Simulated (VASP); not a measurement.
```
CELL_PARAMETERS angstrom
      8.49136     0.00000     0.00000
     -4.24568     7.35373     0.00000
      0.00000     0.00000    25.16441
ATOMIC_POSITIONS crystal
  Cs 0.33333 0.66667 0.33780
  Cs 0.00000 0.00000 0.40127
  Cs 0.66667 0.33333 0.45786
  Cs 0.33333 0.66667 0.54214
  Cs 0.00000 0.00000 0.59873
  Cs 0.66667 0.33333 0.66220
```

Level of theory: PBEsol GGA, VASP's PBE PAW potentials (set 64) (plane waves; VASP). Settings: PREC = Normal, 400 eV cut-off, 4×4×1 Γ-centred mesh, first-order Methfessel-Paxton smearing of 0.10 eV, potentials Cs_sv.

Unless said otherwise, spin-orbit coupling is left out, though it shifts the bands of the heavy elements here.

Task: What does the run give for the energy per atom (σ→0), band gap (on the k-mesh) with the smallest direct gap where there is one?

Result: 
The band gap (on the k-mesh) comes out as none (metal, semimetal or under 0.01 eV) and the energy per atom (σ→0) comes out as -0.823 eV/atom.

The cell is a thin slab with vacuum, built from Cs (bcc): (111) face.
